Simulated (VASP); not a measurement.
MgTe (wurtzite):

```
CELL_PARAMETERS angstrom
      2.27500    -3.94042     0.00000
      2.27500     3.94042     0.00000
      0.00000     0.00000     7.39000
ATOMIC_POSITIONS crystal
  Mg 0.66667 0.33333 0.50000
  Mg 0.33333 0.66667 0.00000
  Te 0.66667 0.33333 0.87600
  Te 0.33333 0.66667 0.37600
```

The lowest empty band near Γ, direction a*, from mBJ (TB09) with spin-orbit coupling in VASP (PAW); its two spin partners are averaged. The gap over the points computed is 3.36 eV, and the next band on that side lies 0.23 eV away at the edge.

Numerical set-up: 400 eV cut-off, 6×6×4 Γ-centred mesh, Gaussian smearing of 0.050 eV, potentials Mg Te.

```tsv
distance from the edge in k (1/Å)	distance in energy (meV)
0.018	5.3
0.025	10.1
0.035	19.6
0.050	39.8
```

Fit E(1 + αE) = ħ²k²/2m* (ħ²/2m0 = 3.810 eV Å²) and predict the row at 0.070 1/Å.

The rows don't resolve α, so a parabola serves: the electron mass is m* = 0.239 m0, and so 78.2 meV. The run gave 76.8 meV, -1.4 meV from the fit.

Left out are points under 3 meV from the edge, since the levels carry 0.1 meV, and points farther than half the way to the next band.

The compound is MgTe in the wurtzite structure. The cell was not relaxed at this level.
